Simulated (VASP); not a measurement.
All values below come from optB88-vdW, VASP's PBE PAW potentials (set 64) (plane waves; VASP).

Input for VASP

File KPOINTS:
```
kpoints
0
Gamma
 9 9 9
0 0 0
```

**INCAR**
```
# general
SYSTEM   = Ba
PREC     = Accurate
ENCUT    = 520
LREAL    = .FALSE.
LASPH    = .TRUE.

# electronic loop
EDIFF    = 1E-6
NELM     = 100
ALGO     = Normal
LMAXMIX  = 4

# smearing
ISMEAR   = 1
SIGMA    = 0.1

# functional
GGA      = BO
LUSE_VDW = .TRUE.
AGGAC    = 0.0
PARAM1   = 0.1833333333
PARAM2   = 0.22

# ions
IBRION   = 2
NSW      = 60
ISIF     = 3
EDIFFG   = -0.01

# output
LWAVE    = .FALSE.
LCHARG   = .FALSE.
```

### POSCAR
```
Ba
1
   -2.5100000000     2.5100000000     2.5100000000
    2.5100000000    -2.5100000000     2.5100000000
    2.5100000000     2.5100000000    -2.5100000000
Ba
1
Direct
  0.0000000000   0.0000000000   0.0000000000
```

POTCAR, in this order: Ba_sv (PBE.64 set). Program: vasp_std.

Energy and stress use the plane-wave basis of the starting cell. Unless said otherwise, spin-orbit coupling is left out, though it shifts the bands of the heavy elements here.

### Question
Predict the energy per atom (σ→0), volume per atom, band gap (on the k-mesh).

### Answer

```
Quantity                                                     Value
------------------------  ----------------------------------------
energy per atom (σ→0)                                0.278 eV/atom
band gap (on the k-mesh)  none (metal, semimetal or under 0.01 eV)
volume per atom                                      59.43 Å³/atom
```

**OSZICAR**
```
...
       N       E                     dE             d eps       ncg     rms          rms(c)
DAV:   1     0.277157249822E+00   -0.81894E-03   -0.23590E-02   633   0.125E+00    0.124E-01
DAV:   2     0.277780939673E+00    0.62369E-03   -0.11594E-03   635   0.332E-01    0.576E-02
DAV:   3     0.277956016121E+00    0.17508E-03   -0.10186E-03   909   0.218E-01    0.176E-02
DAV:   4     0.277953649372E+00   -0.23667E-05   -0.49864E-06   665   0.218E-02    0.148E-02
DAV:   5     0.277942584126E+00   -0.11065E-04   -0.98961E-06   887   0.235E-02    0.325E-03
DAV:   6     0.277942697427E+00    0.11330E-06   -0.15785E-07   327   0.320E-03
   4 F= 0.27794270E+00 E0= 0.27833585E+00  d E =-.697490E-02
```

The compound is Ba in the bcc structure. This run relaxes it. Symmetry was kept, so distortions that lower it aren't found.
